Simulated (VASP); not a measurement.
Given:

```xyz
2
Lattice="0.0000 1.8125 1.8125 1.8125 0.0000 1.8125 1.8125 1.8125 0.0000" Properties=species:S:1:pos:R:3 pbc="T T T"
B      0.0000     0.0000     0.0000
N      0.9063     0.9063     0.9063
```

The numbers are results of TPSS meta-GGA, VASP's PBE PAW potentials (set 64) (plane waves; VASP), not measurements. Run with 520 eV cut-off, 12×12×12 Γ-centred mesh, Gaussian smearing of 0.050 eV, potentials B N.

**Question.** What does the run give for the energy per atom (σ→0), band gap (on the k-mesh) with the smallest direct gap where there is one?

**Answer.** 
| Item | Value |
|---|---|
| band gap (on the k-mesh) | 4.45 eV |
| smallest direct gap (on the k-mesh) | 9.21 eV |
| energy per atom (σ→0) | -10.243 eV/atom |

Only differences to runs with the same potentials and settings are physical.

The compound is BN in the zinc blende structure. It was relaxed first.
